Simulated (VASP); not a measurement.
OSZICAR of a VASP run on PdIn (CsCl type):

OSZICAR:
```
       N       E                     dE             d eps       ncg     rms          rms(c)
DAV:   1     0.163104899444E+03    0.16310E+03   -0.11291E+04  2563   0.201E+03
DAV:   2    -0.124089435723E+01   -0.16435E+03   -0.16039E+03  2604   0.415E+02
DAV:   3    -0.863322469623E+01   -0.73923E+01   -0.73632E+01  3206   0.945E+01
DAV:   4    -0.875309201742E+01   -0.11987E+00   -0.11985E+00  3052   0.113E+01
DAV:   5    -0.875889468775E+01   -0.58027E-02   -0.58026E-02  3829   0.223E+00    0.831E+00
DAV:   6    -0.856380214296E+01    0.19509E+00   -0.44157E-01  3003   0.105E+01    0.401E+00
DAV:   7    -0.851974867440E+01    0.44053E-01   -0.74830E-02  3279   0.616E+00    0.160E+00
DAV:   8    -0.851262877887E+01    0.71199E-02   -0.16825E-02  2940   0.138E+00    0.424E-01
DAV:   9    -0.851183226936E+01    0.79651E-03   -0.19928E-03  3283   0.837E-01    0.539E-02
DAV:  10    -0.851183519138E+01   -0.29220E-05   -0.47594E-05  3399   0.126E-01    0.236E-02
DAV:  11    -0.851183656355E+01   -0.13722E-05   -0.38883E-06  2896   0.224E-02    0.393E-03
DAV:  12    -0.851183687186E+01   -0.30832E-06   -0.38398E-07  1687   0.663E-03
   1 F= -.25438407E+01 E0= -.25438795E+01  d E =-.254384E+01
       N       E                     dE             d eps       ncg     rms          rms(c)
DAV:   1    -0.133286782698E+02   -0.48168E+01   -0.11457E+02  2793   0.177E+02    0.229E+01
DAV:   2    -0.795421135358E+01    0.53745E+01   -0.18387E+01  2688   0.780E+01    0.462E+00
DAV:   3    -0.751376995862E+01    0.44044E+00   -0.11839E+00  3298   0.316E+01    0.334E+00
DAV:   4    -0.746262858309E+01    0.51141E-01   -0.12645E-01  3908   0.582E+00    0.306E+00
DAV:   5    -0.745332775288E+01    0.93008E-02   -0.39835E-02  3097   0.264E+00    0.106E+00
DAV:   6    -0.745178224908E+01    0.15455E-02   -0.27030E-03  2653   0.516E-01    0.238E-01
DAV:   7    -0.745188028277E+01   -0.98034E-04   -0.18636E-04  3614   0.295E-01    0.100E-01
DAV:   8    -0.745187462153E+01    0.56612E-05   -0.25700E-05  3483   0.106E-01    0.673E-03
DAV:   9    -0.745187561055E+01   -0.98903E-06   -0.95797E-07  1876   0.131E-02
   2 F= -.22932170E+01 E0= -.22932447E+01  d E =0.250624E+00
       N       E                     dE             d eps       ncg     rms          rms(c)
DAV:   1    -0.111810319073E+02   -0.37292E+01   -0.67641E+01  2786   0.176E+02    0.109E+01
DAV:   2    -0.864137366492E+01    0.25397E+01   -0.85297E+00  2674   0.433E+01    0.468E+00
DAV:   3    -0.837303344662E+01    0.26834E+00   -0.55084E-01  3360   0.171E+01    0.211E+00
DAV:   4    -0.832320862658E+01    0.49825E-01   -0.12348E-01  3815   0.742E+00    0.135E+00
DAV:   5    -0.832061139480E+01    0.25972E-02   -0.57552E-03  3297   0.102E+00    0.788E-01
DAV:   6    -0.831881248813E+01    0.17989E-02   -0.25846E-03  3193   0.480E-01    0.105E-01
DAV:   7    -0.831883326586E+01   -0.20778E-04   -0.73831E-05  3735   0.881E-02    0.578E-02
DAV:   8    -0.831883544836E+01   -0.21825E-05   -0.40016E-06  3169   0.420E-02    0.149E-02
DAV:   9    -0.831883510910E+01    0.33926E-06   -0.50156E-07  1548   0.156E-02
   3 F= -.25854699E+01 E0= -.25854513E+01  d E =-.416292E-01
       N       E                     dE             d eps       ncg     rms          rms(c)
DAV:   1    -0.831131758504E+01    0.75179E-02   -0.11818E-02  2786   0.204E+00    0.170E-01
DAV:   2    -0.831081929410E+01    0.49829E-03   -0.18277E-03  2646   0.626E-01    0.506E-02
DAV:   3    -0.831077264730E+01    0.46647E-04   -0.12176E-04  3347   0.260E-01    0.229E-02
DAV:   4    -0.831076707577E+01    0.55715E-05   -0.18687E-05  3704   0.860E-02    0.225E-02
DAV:   5    -0.831076895277E+01   -0.18770E-05   -0.22292E-06  2692   0.151E-02    0.315E-03
DAV:   6    -0.831076911858E+01   -0.16580E-06   -0.24000E-07  1330   0.133E-02
   4 F= -.25855332E+01 E0= -.25855131E+01  d E =-.416925E-01
```

Question: Which electronic solver shows in the log?

Answer: It is blocked Davidson (ALGO = Normal, or the opening steps of other solvers). The INCAR had ALGO = Normal.

Question: Can the final energy be trusted as converged?

Answer: The run converged. It stopped with EDIFF = 1E-6, NELM = 100, NSW = 40 and EDIFFG = -0.02 after 4 ionic steps (PBE GGA, plane waves, VASP's PBE PAW potentials (set 64)). Energy and stress use the plane-wave basis of the starting cell.

The compound is PdIn in the CsCl type structure. This run relaxes it under an external pressure of 30 GPa. Symmetry was kept, so distortions that lower it aren't found. The electron count is odd and the run is not spin-polarised, which forces a metal.
